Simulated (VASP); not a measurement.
Output of a VASP run:

File OSZICAR:
```
       N       E                     dE             d eps       ncg     rms          rms(c)
DAV:   1     0.628211461904E+02    0.62821E+02   -0.96363E+03  1008   0.149E+03
DAV:   2    -0.337830414294E+02   -0.96604E+02   -0.89599E+02  1420   0.319E+02
DAV:   3    -0.367715053362E+02   -0.29885E+01   -0.29759E+01  1340   0.556E+01
DAV:   4    -0.367914427251E+02   -0.19937E-01   -0.19910E-01  1308   0.454E+00
DAV:   5    -0.367917054169E+02   -0.26269E-03   -0.26259E-03  1304   0.473E-01    0.948E+00
DAV:   6    -0.350089755195E+02    0.17827E+01   -0.47825E+00  1296   0.195E+01    0.453E+00
DAV:   7    -0.348667435741E+02    0.14223E+00   -0.23838E-01  1200   0.537E+00    0.271E+00
DAV:   8    -0.348369192193E+02    0.29824E-01   -0.75156E-02  1160   0.260E+00    0.240E-01
DAV:   9    -0.348357949492E+02    0.11243E-02   -0.26970E-03  1296   0.627E-01    0.127E-01
DAV:  10    -0.348360556149E+02   -0.26067E-03   -0.39567E-04  1220   0.202E-01    0.278E-02
DAV:  11    -0.348360596302E+02   -0.40153E-05   -0.71095E-05  1280   0.771E-02    0.138E-02
DAV:  12    -0.348360605556E+02   -0.92541E-06   -0.84486E-06  1280   0.290E-02
   1 F= -.33365540E+02 E0= -.33365540E+02  d E =-.333655E+02
       N       E                     dE             d eps       ncg     rms          rms(c)
DAV:   1    -0.348180505174E+02    0.18009E-01   -0.62683E-01  1160   0.854E+00    0.106E+00
DAV:   2    -0.347974105264E+02    0.20640E-01   -0.47830E-02  1256   0.211E+00    0.354E-01
DAV:   3    -0.347960938741E+02    0.13167E-02   -0.65001E-03  1292   0.780E-01    0.112E-01
DAV:   4    -0.347958745289E+02    0.21935E-03   -0.40957E-04  1252   0.195E-01    0.548E-02
DAV:   5    -0.347958297591E+02    0.44770E-04   -0.96242E-05  1184   0.836E-02    0.231E-02
DAV:   6    -0.347958291469E+02    0.61217E-06   -0.89788E-06  1292   0.322E-02
   2 F= -.33364089E+02 E0= -.33364089E+02  d E =0.145060E-02
       N       E                     dE             d eps       ncg     rms          rms(c)
DAV:   1    -0.348287972656E+02   -0.32968E-01   -0.17623E-01  1164   0.449E+00    0.564E-01
DAV:   2    -0.348228945625E+02    0.59027E-02   -0.14015E-02  1248   0.113E+00    0.185E-01
DAV:   3    -0.348225353278E+02    0.35923E-03   -0.17655E-03  1292   0.405E-01    0.586E-02
DAV:   4    -0.348224694667E+02    0.65861E-04   -0.11575E-04  1240   0.103E-01    0.280E-02
DAV:   5    -0.348224547755E+02    0.14691E-04   -0.26949E-05  1192   0.440E-02    0.118E-02
DAV:   6    -0.348224536097E+02    0.11657E-05   -0.19234E-06   804   0.160E-02    0.145E-03
DAV:   7    -0.348224536427E+02   -0.32973E-07   -0.22942E-07   604   0.834E-03
   3 F= -.33370165E+02 E0= -.33370165E+02  d E =-.462563E-02
```

OUTCAR:
```
------------------------ aborting loop because EDIFF is reached ----------------------------------------
  FORCE on cell =-STRESS in cart. coord.  units (eV):
  Direction    XX          YY          ZZ          XY          YZ          ZX
  --------------------------------------------------------------------------------------
  Total        1.4471835      1.4471838      1.4613843      0.0000000     -0.0000000      0.0000000
  in kB       99.6485129     99.6485330    100.6263327      0.0000000     -0.0000000      0.0000000
  external PRESSURE =      -0.0255404 kB  Pullay stress =     100.0000000 kB
  volume of cell :       23.27
      direct lattice vectors                 reciprocal lattice vectors
     1.266353684 -2.193389142 -0.000000000     0.394834402 -0.227957725  0.000000000
     1.266353684  2.193389142  0.000000000     0.394834402  0.227957725  0.000000000
     0.000000000  0.000000000  4.188540059     0.000000000 -0.000000000  0.238746672
  FREE ENERGIE OF THE ION-ELECTRON SYSTEM (eV)
  ---------------------------------------------------
  free  energy   TOTEN  =       -34.8224536427 eV

  energy  without entropy=      -34.8224536427  energy(sigma->0) =      -34.82245364
  enthalpy is  TOTEN    =       -33.3701654918 eV   P V=        1.4522881509

 reached required accuracy - stopping structural energy minimisation
```
(Selected blocks of OUTCAR.)

**POSCAR**
```
BN
1
    1.2716527256    -2.2025673509     0.0000000000
    1.2716527256     2.2025673509     0.0000000000
    0.0000000000     0.0000000000     4.2058521656
B N
2 2
Direct
  0.6666670000   0.3333330000   0.5001954174
  0.3333330000   0.6666670000   0.0001954174
  0.6666670000   0.3333330000   0.8748045826
  0.3333330000   0.6666670000   0.3748045826
```

### Question
Reconstruct the remaining input files.

### Answer
This is not unique; one that fits is the input of the run itself, PBE GGA, plane waves, VASP's PBE PAW potentials (set 64).

INCAR:
```
ALGO = Normal
EDIFF = 1E-6
EDIFFG = -0.02
ENCUT = 620
GGA = PE
IBRION = 2
ISIF = 3
ISMEAR = 0
LASPH = .True.
LCHARG = .False.
LREAL = .False.
LWAVE = .False.
NELM = 100
NSW = 40
PREC = Accurate
PSTRESS = 100
SIGMA = 0.05
SYSTEM = BN
```

### KPOINTS
```
Automatic mesh
0
Gamma
10 10 5
0 0 0
```

POTCAR, in this order: B N (PBE.64 set). Program: vasp_std.

The compound is BN in the wurtzite structure, a metastable high-pressure form. This run relaxes it under an external pressure of 10 GPa. Symmetry was kept, so distortions that lower it aren't found.
